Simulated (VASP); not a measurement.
These are LDA (Ceperley-Alder, Perdew-Zunger), VASP's LDA PAW potentials (set 64) (plane waves; VASP) values and carry that method's errors.

Input for VASP

### KPOINTS
```
kpoints
0
gamma
10 10 10
0 0 0
```

**INCAR**
```
SYSTEM=LiCl
PREC=Accurate; ENCUT=520; LREAL=F
LASPH=T
EDIFF=1E-7; NELM=100; ALGO=Normal
ISMEAR=-5
ISIF=2
LWAVE=F; LCHARG=T; LORBIT=11
NEDOS=601
```

### POSCAR
```
LiCl
3.508290
  0.0000000000   0.7071067504   0.7071067504
  0.7071067504   0.0000000000   0.7071067504
  0.7071067504   0.7071067504   0.0000000000
Li Cl
1 1
direct
  0.0000000000   0.0000000000   0.0000000000
  0.5000000000   0.5000000000   0.5000000000
```

POTCAR, in this order: Li_sv Cl (LDA.64 set). Program: vasp_std.

What VASP printed:

**OSZICAR**
```
       N       E                     dE             d eps       ncg     rms          rms(c)
DAV:   1     0.414423398781E+02    0.41442E+02   -0.43817E+03   846   0.103E+03
DAV:   2    -0.648657743174E+01   -0.47929E+02   -0.47113E+02  1141   0.166E+02
DAV:   3    -0.813289112189E+01   -0.16463E+01   -0.16435E+01  1060   0.360E+01
DAV:   4    -0.816564115203E+01   -0.32750E-01   -0.32707E-01  1295   0.503E+00
DAV:   5    -0.816606164406E+01   -0.42049E-03   -0.42048E-03  1124   0.488E-01    0.253E+00
DAV:   6    -0.810361164139E+01    0.62450E-01   -0.12705E-01   935   0.198E+00    0.176E+00
DAV:   7    -0.809634832059E+01    0.72633E-02   -0.37811E-02  1249   0.115E+00    0.834E-01
DAV:   8    -0.809630462001E+01    0.43701E-04   -0.36859E-03  1233   0.494E-01    0.112E-01
DAV:   9    -0.809628464691E+01    0.19973E-04   -0.17288E-04  1031   0.994E-02    0.343E-02
DAV:  10    -0.809629114859E+01   -0.65017E-05   -0.12337E-05  1101   0.310E-02    0.789E-03
DAV:  11    -0.809629097613E+01    0.17246E-06   -0.13484E-06  1066   0.995E-03    0.267E-03
DAV:  12    -0.809629096010E+01    0.16032E-07   -0.12978E-07   666   0.299E-03
   1 F= -.80962910E+01 E0= -.80962910E+01  d E =0.000000E+00
```

File OUTCAR:
```
------------------------ aborting loop because EDIFF is reached ----------------------------------------
  FORCE on cell =-STRESS in cart. coord.  units (eV):
  Direction    XX          YY          ZZ          XY          YZ          ZX
  --------------------------------------------------------------------------------------
  Total       -0.0023510     -0.0023510     -0.0023510      0.0000000     -0.0000000      0.0000000
  in kB       -0.1233636     -0.1233636     -0.1233636      0.0000000     -0.0000000      0.0000000
  external PRESSURE =      -0.1233636 kB  Pullay stress =       0.0000000 kB
  volume of cell :       30.53
      direct lattice vectors                 reciprocal lattice vectors
     0.000000000  2.480735541  2.480735541    -0.201553125  0.201553125  0.201553125
     2.480735541  0.000000000  2.480735541     0.201553125 -0.201553125  0.201553125
     2.480735541  2.480735541  0.000000000     0.201553125  0.201553125 -0.201553125
  FREE ENERGIE OF THE ION-ELECTRON SYSTEM (eV)
  ---------------------------------------------------
  free  energy   TOTEN  =        -8.0962909601 eV

  energy  without entropy=       -8.0962909601  energy(sigma->0) =       -8.09629096

 total charge

# of ion       s       p       d       tot
------------------------------------------
    1        2.010   0.057   0.000   2.067
    2        1.585   3.579   0.000   5.165
--------------------------------------------------
tot          3.595   3.636   0.000   7.232
```
(Selected blocks of OUTCAR.)

The compound is LiCl in the rock salt structure. It was relaxed first, which changed the volume by -10 %.
